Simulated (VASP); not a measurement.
Write the native input for VASP 6.6.1 that does the following.

```yaml
Task: electric field gradients
Functional: PBEsol
Potentials_or_basis: VASP PAW PBE potentials, release 64 (Mg)
Cutoff: 520 eV
k_mesh: 15 × 15 × 8
Occupations: fermi-dirac, width 0.15 eV
Spin: no spin polarisation
Dipole_correction: no
Further_INCAR_settings: ALGO = Normal; EDIFF = 1e-08; NBANDS = 9
```

The structure of Mg lies in POSCAR:

```
Mg
1.0
    3.1868356397      0.0000000000      0.0000000000
   -1.5934178198      2.7598806217      0.0000000000
    0.0000000000      0.0000000000      5.1305031867
Mg
2
Direct
    0.3333333333      0.6666666667      0.2500000000
    0.6666666667      0.3333333333      0.7500000000
```

The input as run:

INCAR

```
PREC     = Accurate       # precision mode
ENCUT    = 520            # plane-wave cutoff, eV
EDIFF    = 1E-8           # SCF threshold, eV
ISMEAR   = -1             # smearing method
SIGMA    = 0.15           # smearing width, eV
LREAL    = F              # projectors in reciprocal space
LASPH    = T              # aspherical terms in the spheres
NELM     = 100            # most SCF steps
ALGO     = Normal         # electronic algorithm
ISIF     = 2              # what is computed and relaxed
LWAVE    = F              # write WAVECAR
LCHARG   = F              # write CHGCAR
GGA      = PS             # functional
LEFG     = T            
NBANDS   = 9              # bands
```

KPOINTS

```
regular mesh
0
Gamma
  15 15 8
```

Potentials or basis: VASP PAW PBE potentials, release 64 (Mg).

Command:

```sh
$ cat potpaw_PBE.64/Mg/POTCAR > POTCAR
$ mpirun -np 1 vasp_std > vasp.out
```

It gave:

| Item | Value |
| --- | --- |
| Pressure | -0.1 GPa |
| Band gap on the k mesh | none (metal or under the smearing width) |

Caveat: the PAW data sets were made with another functional, which shifts forces and pressure a little.

Wall time 33 s on 1 thread of Intel(R) Xeon(R) Platinum 8259CL CPU @ 2.50GHz (Skylake/Cascade Lake) (shared host), peak memory 0.19 GiB.
